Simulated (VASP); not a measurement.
# Quasiparticle energies of GaN in VASP, part 4 of 4

Aim: the quasiparticle gap of GaN, and what it costs to get it. The cell is of the zinc-blende type, one of the forms listed for this formula. The start is a computed cell from the Materials Project.

VASP 6.6.1, plane waves and PAW; the level of theory is named at each step.

So far, quasiparticle gap on the mesh (eV): step 3 (G0W0, ENCUTGW 80, bands in the sums 40) 2.65; step 9 (G0W0, ENCUTGW 145, bands in the sums 96) 2.74; step 11 (G0W0, ENCUTGW 170, bands in the sums 120) 2.75; step 13 (G0W0, ENCUTGW 200, bands in the sums 152) 2.77; step 15 (G0W0, ENCUTGW 230, bands in the sums 184) 2.77.

### 16. Empty bands

This step: PBE; plane waves and PAW (Ga_d_GW, N_GW) (VASP 6.6.1).

The empty bands are made again, for the run that follows.

INCAR

```
SYSTEM = GaN
PREC = Accurate
ENCUT = 450
ISMEAR = 0
SIGMA = 0.01
LREAL = .FALSE.
GGA = PE
NBANDS = 224
ALGO = Exact
NELM = 1
LWAVE = .TRUE.
LCHARG = .FALSE.
LOPTICS = .TRUE.
NEDOS = 1000
CSHIFT = 0.1
```

POSCAR

```
GaN
1.0
    0.0000000000      2.2535006075      2.2535006075
    2.2535006075      0.0000000000      2.2535006075
    2.2535006075      2.2535006075      0.0000000000
Ga N
1 1
Direct
    0.0000000000      0.0000000000      0.0000000000
    0.2500000000      0.2500000000      0.2500000000
```

KPOINTS

```
Automatic mesh
0
Gamma
4 4 4
0 0 0
```

The projector-augmented-wave data sets are Ga_d_GW and N_GW (PBE family, release 64).

On the command line:

```sh
> mpirun -np 8 vasp_std
```

The program printed:

```text
[banner, memory and clock lines left out]
running    8 mpi-ranks, on    1 nodes
[...]
[... a notice as in an earlier step ...]

 LDA part: xc-table for (Slater+PW92), standard interpolation
 found WAVECAR, reading the header
  number of bands has changed, file:    15 present:   224
  trying to continue reading WAVECAR, but it might fail
 POSCAR, INCAR and KPOINTS ok, starting setup
[...]
reading WAVECAR
 random initialization beyond band           15
 the WAVECAR file was read successfully
 initial charge from wavefunction
 entering main loop
       N       E                     dE             d eps       ncg     rms          rms(c)
[... 1 cycle as in an earlier step ...]
   1 F= -.12066997E+02 E0= -.12066997E+02  d E =-.100929E-28
 writing wavefunctions
 optical routines
 imaginary and real dielectric function
 recalculating local potential from charge density
 direction            1
 direction            2
 direction            3
```

Elapsed: 2 s, on 8 MPI ranks of AMD EPYC 7R43, shared host; peak memory 0.68 GiB.

OUTCAR, selected parts (step 16):

```text
  Total        0.4985479      0.4985479      0.4985479     -0.0000000      0.0000000     -0.0000000
  in kB       34.8991169     34.8991169     34.8991169     -0.0000000      0.0000000     -0.0000000
  external PRESSURE =      34.8991169 kB  Pullay stress =       0.0000000 kB

[... 4 parts as in an earlier step ...]

[... 2 further parts left out ...]
[key lines of the parts left out:]
E-fermi :   5.2171
```

WAVECAR now holds 224 bands for 18 electrons.

### 17. G0W0, ENCUTGW 260, bands in the sums 224

This step: G0W0 on PBE; plane waves and PAW (Ga_d_GW, N_GW) (VASP 6.6.1).

ENCUTGW rises to 260 eV and the bands with it, to about the number of plane waves under that cutoff.

INCAR

```
SYSTEM = GaN
PREC = Accurate
ENCUT = 450
ISMEAR = 0
SIGMA = 0.01
LREAL = .FALSE.
GGA = PE
NBANDS = 224
ALGO = EVGW0
NELMGW = 1
ENCUTGW = 260
NOMEGA = 64
PRECFOCK = Fast
NBANDSGW = 24
LWAVE = .FALSE.
LCHARG = .FALSE.
```

POSCAR is that of step 16.

KPOINTS is that of step 16.

On the command line:

```sh
> mpirun -np 8 vasp_std
```

The program printed:

```text
[banner, memory and clock lines left out]
running    8 mpi-ranks, on    1 nodes
[...]
[... a notice as in an earlier step ...]

|                                                                             |
|           W    W    AA    RRRRR   N    N  II  N    N   GGGG   !!!           |
|           W    W   A  A   R    R  NN   N  II  NN   N  G    G  !!!           |
|           W    W  A    A  R    R  N N  N  II  N N  N  G       !!!           |
|           W WW W  AAAAAA  RRRRR   N  N N  II  N  N N  G  GGG   !            |
|           WW  WW  A    A  R   R   N   NN  II  N   NN  G    G                |
|           W    W  A    A  R    R  N    N  II  N    N   GGGG   !!!           |
|                                                                             |
|     The default for ENCUTGWSOFT is different in this version of VASP.       |
|     please manually set ENCUTGWSOFT =260 in the INCAR file.                 |
|                                                                             |

[...]
total number of BLAS operations        594.28 Gflops
NQ=   4    0.2500    0.2500    0.0000,
|.........|.........|.........|.........|.........|.........|.........|.........
 performed       2149000 updates of chi_q(r,r)
 total number of BLAS operations        835.60 Gflops
NQ=   5    0.5000    0.2500    0.0000,
|.........|.........|.........|.........|.........|.........|.........|.........
 performed       3020000 updates of chi_q(r,r)
 total number of BLAS operations       1160.81 Gflops
NQ=   6   -0.2500    0.2500    0.0000,
|.........|.........|.........|.........|.........|.........|.........|.........
 performed       3805000 updates of chi_q(r,r)
 total number of BLAS operations       1459.37 Gflops
NQ=   7    0.5000    0.5000    0.0000,
|.........|.........|.........|.........|.........|.........|.........|.........
 performed       4289000 updates of chi_q(r,r)
 total number of BLAS operations       1650.29 Gflops
NQ=   8   -0.2500    0.5000    0.2500,
|.........|.........|.........|.........|.........|.........|.........|.........
 performed       4902000 updates of chi_q(r,r)
 total number of BLAS operations       1862.54 Gflops
 resolving degeneracies of screened two electron integrals

 calculate QP shifts <psi_nk| G(iteration)W_0 |psi_nk>: iteration 1
 entering main loop
[key lines of the parts left out:]
E-fermi :   5.9930
```

The job ended after 34 s (8 MPI ranks; peak memory 1.4 GiB).

From OUTCAR (step 17):

```text
 QP shifts <psi_nk| G(iteration)W_0 |psi_nk>: iteration 1
 for sc-GW calculations column KS-energies equals QP-energies in previous step
 and V_xc(KS)=  KS-energies - (<T + V_ion + V_H > + <T+V_H+V_ion>^1  + <V_x>^1)
 k-point   1 :       0.0000    0.0000    0.0000
  band No.  KS-energies  QP-energies   sigma(KS)   V_xc(KS)     V^pw_x(r,r')   Z            occupation Imag(sigma)
    ...
      6      -8.0792     -10.7628     -25.5375     -21.8068     -35.1914       0.7193       2.0000       0.1353
      7       5.1406       4.4166     -18.6967     -17.7294     -21.5295       0.7485       2.0000       0.0476
      8       5.1406       4.4166     -18.6967     -17.7294     -21.5295       0.7485       2.0000       0.0476
      9       5.1406       4.4166     -18.6967     -17.7294     -21.5295       0.7485       2.0000       0.0476
     10       6.8453       7.1888     -12.9113     -13.3575      -8.7499       0.7697       0.0000      -0.0850
     11      15.3934      15.8700     -10.8036     -11.4239      -5.3195       0.7684       0.0000      -0.1113
     12      15.3934      15.8700     -10.8036     -11.4239      -5.3195       0.7684       0.0000      -0.1113
     13      15.3934      15.8700     -10.8036     -11.4239      -5.3195       0.7684       0.0000      -0.1113
    ...

[... 1 part as in an earlier step ...]

[... 2 further parts left out ...]
[key lines of the parts left out:]
E-fermi :   5.9930
```

The gap is now 2.772 eV, +0 meV against the GW run before. Spin-orbit coupling is left out.

### 18. Summary

This step: GW series: G0W0 on PBE; plane waves and PAW (VASP 6.6.1).

No new run; the numbers come from the runs before.

This step gave:

```yaml
gap_extrapolated_to_a_complete_basis: 2.778 eV
direct_gap_extrapolated_to_a_complete_basis: 2.778 eV
```

G0W0 on a 4x4x4 mesh; cost is wall time times ranks on a shared host, with the step that makes the empty bands but not the self-consistent start. G0W0 series:

| response cutoff ENCUTGW (eV) | bands | quasiparticle gap (eV) | direct quasiparticle gap (eV) | cost (core minutes) |
| --- | --- | --- | --- | --- |
| 80 | 40 | 2.646 | 2.646 | 1.49 |
| 100 | 56 | 2.692 | 2.692 | 1.73 |
| 120 | 72 | 2.716 | 2.716 | 1.95 |
| 145 | 96 | 2.739 | 2.739 | 2.32 |
| 170 | 120 | 2.753 | 2.753 | 2.75 |
| 200 | 152 | 2.77 | 2.77 | 3.33 |
| 230 | 184 | 2.773 | 2.773 | 3.87 |
| 260 | 224 | 2.772 | 2.772 | 4.8 |

### 19. What came out

```yaml
g0w0_on_pbe_224_bands_encutgw_260_ev_nomega_64_mesh_4x4x4: 1.705 → 2.772 eV
g0w0_on_pbe_40_bands_encutgw_80_ev_nomega_64_mesh_4x4x4: 1.705 → 2.646 eV
gap_at_a_complete_basis_linear_in_encutgw_minus_3_over_2: 2.78 eV
```

In words: G0W0 gives a quasiparticle gap of 2.772 eV on the mesh, 1.07 eV over the PBE gap on the same mesh. The steps of the series move the gap by +45, +25, +22, +14, +17, +3, -0 meV; the last costs 1.2 times the one before. The last step lies within a tolerance of 30 meV, picked for this account, and the last two together move the gap by +2 meV. Extrapolated from the last three points to a complete basis, the gap is 2.78 eV, +6 meV from the dearest run; the last three points aren't monotonic, so this extrapolates their scatter. The extrapolation removes the error of the response basis alone, at this mesh, ENCUT and data set. On a mesh this coarse the value is a test of cost more than a converged gap. In Ga_d_GW the d shell is in the valence without all the semicore s and p states of the same shell; those stay frozen in the core, and how far that moves the GW gap wasn't tested here. Spin-orbit coupling is left out; with Ga in the cell it can split or shift band edges, by an amount that depends on which atoms form them and isn't tested here. Not tabulated here, as repeats of values shown or as unfit to read for their mesh, reference level or band range: eps2 curves (empty bands); eps1 curves and static values (empty bands); gaps (empty bands).

[Lines on the potential files, build, host, timing and source positions are cut from VASP's logs without a mark.]

[Logs are printed without paths, hosts, clocks, repeated set-up lines and the standing remarks that a program may print on its own settings, such as how far it seeks lower states.]

[Hosts, paths, dates, database ids (printed as entryN), source tags and the programs' standing remarks are cut or masked in the printed files.]

[Pressures printed for these runs are not shown converged in the cutoff: they can be off by several GPa and have the wrong sign.]
